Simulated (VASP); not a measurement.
Data:

```
Ag16Si
1.0
    5.86541     0.00000     0.00000
    0.00000     5.86541     0.00000
    0.00000     0.00000    20.41794
Ag Si
16 1
Cartesian
  1.46635   1.46635   7.09836
  4.39906   1.46635   7.09836
  1.46635   4.39906   7.09836
  4.39906   4.39906   7.09836
  0.00000   0.00000   9.17211
  2.93271   0.00000   9.17211
  0.00000   2.93271   9.17211
  2.93271   2.93271   9.17211
  1.46635   1.46635  11.24583
  4.39906   1.46635  11.24583
  1.46635   4.39906  11.24583
  4.39906   4.39906  11.24583
  0.00000   0.00000  13.31958
  2.93271   0.00000  13.31958
  0.00000   2.93271  13.31958
  2.93271   2.93271  13.31958
  1.46635   1.46635  14.87716
```

Calculation: PBE GGA, VASP's PBE PAW potentials (set 64) (plane waves; VASP). Settings: PREC = Normal, EDIFF = 1E-5, 400 eV cut-off, 5×5×1 Γ-centred mesh, first-order Methfessel-Paxton smearing of 0.10 eV, potentials Ag Si.

The ions are relaxed. Give the cell that the relaxation ends in.

```
Ag16Si
1.0
    5.86541     0.00000     0.00000
    0.00000     5.86541     0.00000
    0.00000     0.00000    20.41794
Ag Si
16 1
Direct
  0.25000   0.25000   0.34958
  0.75000   0.25000   0.34953
  0.25000   0.75000   0.34953
  0.75000   0.75000   0.34942
  0.00123   0.00123   0.44949
  0.49877   0.00123   0.44949
  0.00123   0.49877   0.44949
  0.49877   0.49877   0.44949
  0.25000   0.25000   0.55365
  0.75000   0.25000   0.55151
  0.25000   0.75000   0.55151
  0.75000   0.75000   0.55053
  0.98884   0.98884   0.65349
  0.51116   0.98884   0.65349
  0.98884   0.51116   0.65349
  0.51116   0.51116   0.65349
  0.25000   0.25000   0.71144
```

How much energy does the relaxation gain?

The energy (σ→0) changes by -11.1 meV/atom, in 11 ionic steps.

| step | E(σ→0) (eV) | max force (eV/Å) | pressure (GPa) | volume (Å³) |
|---|---|---|---|---|
| 1 | -44.4617 | 0.981 | -0.96 | 702.44 |
| 2 | -44.5145 | 0.768 | -0.90 | 702.44 |
| 3 | -44.5877 | 0.331 | -0.64 | 702.44 |
| 4 | -44.6163 | 0.158 | -0.64 | 702.44 |
| 5 | -44.6274 | 0.256 | -0.61 | 702.44 |
| 6 | -44.6390 | 0.141 | -0.55 | 702.44 |
| 7 | -44.6448 | 0.092 | -0.48 | 702.44 |
| 8 | -44.6450 | 0.086 | -0.46 | 702.44 |
| 9 | -44.6484 | 0.048 | -0.43 | 702.44 |
| 10 | -44.6492 | 0.041 | -0.40 | 702.44 |
| 11 | -44.6501 | 0.025 | -0.39 | 702.44 |

The cell is a thin slab with vacuum, built from Ag (fcc): (100) face, Si adsorbed.
